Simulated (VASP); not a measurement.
All values below come from RPBE GGA, VASP's PBE PAW potentials (set 64) (plane waves; VASP 6.6.1).

A VASP calculation is set up with these files.

File KPOINTS:
```
Automatic mesh
0
Gamma
18 18 18
0 0 0
```

**POSCAR**
```
Pd
1
    0.0000000000     1.9899949148     1.9899949148
    1.9899949148     0.0000000000     1.9899949148
    1.9899949148     1.9899949148     0.0000000000
Pd
1
Direct
  0.0000000000   0.0000000000   0.0000000000
```

### INCAR
```
EDIFF = 1E-7   ! SCF stop (eV)
GGA = RP
LWAVE = .False.
LASPH = .True.   ! aspherical one-centre terms
PREC = Accurate
ENCUT = 520   ! plane-wave cut-off (eV)
SYSTEM = Pd
LREAL = .False.   ! projection in real space or not
ISMEAR = -5   ! tetrahedra, Bloechl
ALGO = Normal   ! blocked Davidson
LMAXMIX = 4   ! l cut-off of mixed one-centre charges
LCHARG = .True.
NELM = 100   ! most electronic steps
LORBIT = 11
NEDOS = 601   ! DOS grid
ISIF = 2
```

POTCAR, in this order: Pd (PBE.64 set). Program: vasp_std.

The resulting files:

OSZICAR:
```
       N       E                     dE             d eps       ncg     rms          rms(c)
DAV:   1     0.396940703841E+02    0.39694E+02   -0.53492E+03  3526   0.104E+03
DAV:   2    -0.445471594049E+01   -0.44149E+02   -0.43236E+02  3726   0.193E+02
DAV:   3    -0.483495763828E+01   -0.38024E+00   -0.37862E+00  4134   0.209E+01
DAV:   4    -0.483704025771E+01   -0.20826E-02   -0.20765E-02  4029   0.143E+00
DAV:   5    -0.483706800098E+01   -0.27743E-04   -0.27641E-04  4095   0.144E-01    0.615E+00
DAV:   6    -0.463572143867E+01    0.20135E+00   -0.99338E-01  3599   0.925E+00    0.318E+00
DAV:   7    -0.462914226162E+01    0.65792E-02   -0.44602E-03  3854   0.653E-01    0.173E+00
DAV:   8    -0.462671249995E+01    0.24298E-02   -0.97453E-04  3678   0.279E-01    0.402E-02
DAV:   9    -0.462671320513E+01   -0.70518E-06   -0.86398E-06  4131   0.335E-02    0.135E-02
DAV:  10    -0.462671723570E+01   -0.40306E-05   -0.25783E-06  3893   0.200E-02    0.306E-03
DAV:  11    -0.462671723280E+01    0.29048E-08   -0.22617E-08  3305   0.133E-03
   1 F= -.46267172E+01 E0= -.46267172E+01  d E =0.000000E+00
```

File OUTCAR:
```
------------------------ aborting loop because EDIFF is reached ----------------------------------------
  FORCE on cell =-STRESS in cart. coord.  units (eV):
  Direction    XX          YY          ZZ          XY          YZ          ZX
  --------------------------------------------------------------------------------------
  Total       -0.0252085     -0.0252085     -0.0252085      0.0000000      0.0000000      0.0000000
  in kB       -2.5625420     -2.5625420     -2.5625420      0.0000000      0.0000000      0.0000000
  external PRESSURE =      -2.5625420 kB  Pullay stress =       0.0000000 kB
  volume of cell :       15.76
      direct lattice vectors                 reciprocal lattice vectors
     0.000000000  1.989994915  1.989994915    -0.251256923  0.251256923  0.251256923
     1.989994915  0.000000000  1.989994915     0.251256923 -0.251256923  0.251256923
     1.989994915  1.989994915  0.000000000     0.251256923  0.251256923 -0.251256923
 POSITION                                       TOTAL-FORCE (eV/Angst)
 -----------------------------------------------------------------------------------
      0.00000      0.00000      0.00000         0.000000      0.000000      0.000000
 -----------------------------------------------------------------------------------
    total drift:                               -0.000000      0.000000     -0.000000
  FREE ENERGIE OF THE ION-ELECTRON SYSTEM (eV)
  ---------------------------------------------------
  free  energy   TOTEN  =        -4.6267172328 eV

  energy  without entropy=       -4.6267172328  energy(sigma->0) =       -4.62671723

 total charge

# of ion       s       p       d       tot
------------------------------------------
    1        0.460   0.408   8.452   9.320
```
(Selected blocks of OUTCAR.)

For a metal the tetrahedron method with Blöchl corrections gives inexact stress and forces.

The compound is Pd in the fcc structure. It was relaxed first, which changed the volume by +7 %.
